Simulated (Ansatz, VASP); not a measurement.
**One calculation of SiSbTe3, two programs**

The input INCAR:

```
SYSTEM = SiSbTe3
PREC = Accurate
ENCUT = 600
EDIFF = 1E-6
ISMEAR = 0
SIGMA = 0.1
LREAL = .False.
LASPH = .True.
NELM = 80
ALGO = Normal
ISIF = 3
LWAVE = .False.
LCHARG = .False.
GGA = PE
IBRION = 2
NSW = 90
EDIFFG = -0.04
```

KPOINTS

```
Automatic mesh
0
Gamma
  4 4 4
  0 0 0
```

File POSCAR:

```
SiSbTe3
1.0
    5.3739715500      0.0000000000      0.0000000000
    0.0000000000      5.3739715500      0.0000000000
    0.0000000000      0.0000000000      5.3739715500
Si Sb Te
1 1 3
Direct
    0.0000000000      0.0000000000      0.0000000000
    0.5000000000      0.5000000000      0.5000000000
    0.5000000000      0.0000000000      0.0000000000
    0.0000000000      0.5000000000      0.0000000000
    0.0000000000      0.0000000000      0.5000000000
```

Input for Ansatz:

```yaml
crystal:
  lattice:
    - [5.37397155, 0.0, 0.0]
    - [0.0, 5.37397155, 0.0]
    - [0.0, 0.0, 5.37397155]
  atoms:
    - { symbol: Si, position: [0.0, 0.0, 0.0] }
    - { symbol: Sb, position: [0.5, 0.5, 0.5] }
    - { symbol: Te, position: [0.5, 0.0, 0.0] }
    - { symbol: Te, position: [0.0, 0.5, 0.0] }
    - { symbol: Te, position: [0.0, 0.0, 0.5] }
basis:
  ecutwfc: 420
kpoints:
  mp_grid: { grid: [4, 4, 4] }
hamiltonian:
  xc: pbe
scf:
  occupations: { method: gaussian, width: 0.1 }
  lower_state_search: "off"
output:
  forces: true
  stress: true
  eigenvalues: true
relax:
  adjacent_minimum: "off"
  f_tol: 0.04
  max_steps: 70
  cell: { stress_tol: 0.4 }
```

Alike in both runs: task relaxation of cell and atoms; functional PBE; k mesh 4 × 4 × 4; occupations gaussian, width 0.1 eV; no spin polarisation.

|  | VASP | Ansatz |
| --- | --- | --- |
| version | VASP 6.6.1 | Ansatz 0.2.0 |
| potentials or method | VASP PAW PBE potentials, release 64 (Si, Sb, Te) | scalar-relativistic, plane waves, PAW |
| plane-wave cutoff (eV) | 600 | 420 |
| valence electrons in the cell | 27 | 67 |

```tsv
	VASP	Ansatz	Ansatz less VASP
gap on the k mesh at the Fermi level, each at its own relaxed structure (eV)	none	none	-
relaxed volume (Å³/atom)	29.69	29.66	-0.035
relaxed cell length with the largest relative difference (Å)	5.295	5.293	-0.0021
energy change over the relaxation (meV/atom)	-8	-8	+0.1
```

A gap of «none» marks a metal or a gap that the smearing closes. The two sets of potentials don't hold the same shells in valence.

The runs have no spin-orbit coupling, so splittings on Sb, Te are missing.
